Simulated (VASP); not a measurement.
VASP runs on Mg$_{2}$Ge (space group Fm-3m) share one base input (LDA (Ceperley-Alder, Perdew-Zunger), plane waves, VASP's LDA PAW potentials (set 64)) and change the settings named in each case.

### KPOINTS
```
Automatic mesh
0
Gamma
 5 5 5
0 0 0
```

File POSCAR:
```
Mg2Ge
1
    0.0000000000     3.1950000000     3.1950000000
    3.1950000000     0.0000000000     3.1950000000
    3.1950000000     3.1950000000     0.0000000000
Mg Ge
2 1
Direct
  0.2500000000   0.2500000000   0.2500000000
  0.7500000000   0.7500000000   0.7500000000
  0.0000000000   0.0000000000   0.0000000000
```

### INCAR
```
SYSTEM = Mg2Ge
PREC = Accurate
ENCUT = 300
EDIFF = 1E-6
NELM = 100
ALGO = Normal
LREAL = .FALSE.
LASPH = .TRUE.
ISMEAR = -1
SIGMA = 0.05
LMAXMIX = 4
LWAVE = .FALSE.
LCHARG = .FALSE.
ISIF = 2
```

POTCAR, in this order: Mg Ge_d (LDA.64 set). Program: vasp_std.

```json
[
 {"change": "base run", "E(σ→0) (eV/atom)": "-3.2631", "pressure (GPa)": "-3.54", "−TS (eV)": "-0.0008"},
 {"change": "GGA = PS, POTCAR Mg Ge_d (PBE.64 set)", "E(σ→0) (eV/atom)": "-3.0577", "pressure (GPa)": "-1.36", "−TS (eV)": "-0.0010"},
 {"change": "GGA_COMPAT = .FALSE., LNONCOLLINEAR = .TRUE., LSORBIT = .TRUE., MAGMOM = 0.0 0.0 0.0 0.0 0.0 0.0 0.0 0.0 0.0, program vasp_ncl", "E(σ→0) (eV/atom)": "-3.2663", "pressure (GPa)": "-3.55", "−TS (eV)": "-0.0010"},
 {"change": "KPOINTS 6×6×6 Γ-centred mesh", "E(σ→0) (eV/atom)": "-3.2771", "pressure (GPa)": "-3.34", "−TS (eV)": "-0.0015"}
]
```
 Energies of different potentials or functionals have different zeros.  At 300 eV the pressure can carry a Pulay error.

Left out are runs that ran out of time, are held back, or changed the cell or the kind of run, fixed moments of cells without a moment, rows past the twelfth, gaps on odd meshes, pressures of charged cells and columns that move by less than the noise.

The structure is a typed Mg2Ge crystal. The cell was not relaxed at this level.
